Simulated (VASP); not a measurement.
All values below come from PBE GGA, VASP's PBE PAW potentials (set 64) (plane waves; VASP).

A VASP calculation is set up with these files.

### KPOINTS
```
Automatic mesh
0
Monkhorst-Pack
9 9 9
0 0 0
```

File POSCAR:
```
BAs
3.447570
  0.0000000000   0.7071067448   0.7071067448
  0.7071067448   0.0000000000   0.7071067448
  0.7071067448   0.7071067448   0.0000000000
B As
1 1
Direct
  0.0000000000   0.0000000000   0.0000000000
  0.2500000000   0.2500000000   0.2500000000
```

**INCAR**
```
! general
SYSTEM   =  BAs
PREC     =  Accurate
ENCUT    =  520
LREAL    =  F
LASPH    =  T

! electronic loop
EDIFF    =  1E-6
NELM     =  100
ALGO     =  Normal
LMAXMIX  =  4

! smearing
ISMEAR   =  0
SIGMA    =  0.05

! functional
GGA      =  PE

! ions
ISIF     =  2

! output
LWAVE    =  F
LCHARG   =  F
```

POTCAR, in this order: B As (PBE.64 set). Program: vasp_std.

Question: What does the run give for the energy per atom (σ→0), pressure?

Answer: 
```json
{
 "energy per atom (σ→0)": "-5.699 eV/atom",
 "pressure": "-4.48 GPa"
}
```

### OSZICAR
```
...
DAV:   6    -0.114491348120E+02    0.47649E+00   -0.16247E+00   576   0.638E+00    0.225E+00
DAV:   7    -0.114037814671E+02    0.45353E-01   -0.16038E-01   792   0.246E+00    0.911E-01
DAV:   8    -0.113977529635E+02    0.60285E-02   -0.20521E-02   616   0.997E-01    0.106E-01
DAV:   9    -0.113980602645E+02   -0.30730E-03   -0.63684E-04   680   0.195E-01    0.583E-02
DAV:  10    -0.113982501157E+02   -0.18985E-03   -0.30615E-04   696   0.127E-01    0.156E-02
DAV:  11    -0.113982563390E+02   -0.62232E-05   -0.13537E-05   816   0.279E-02    0.119E-02
DAV:  12    -0.113982561527E+02    0.18628E-06   -0.24730E-06   576   0.113E-02
   1 F= -.11398256E+02 E0= -.11398256E+02  d E =-.790268E-13
```

The compound is BAs in the zinc blende structure. The cell was not relaxed at this level. The run is one of a series of settings (KPOINTS 9×9×9 Monkhorst-Pack mesh against the base run), some of them coarse on purpose.
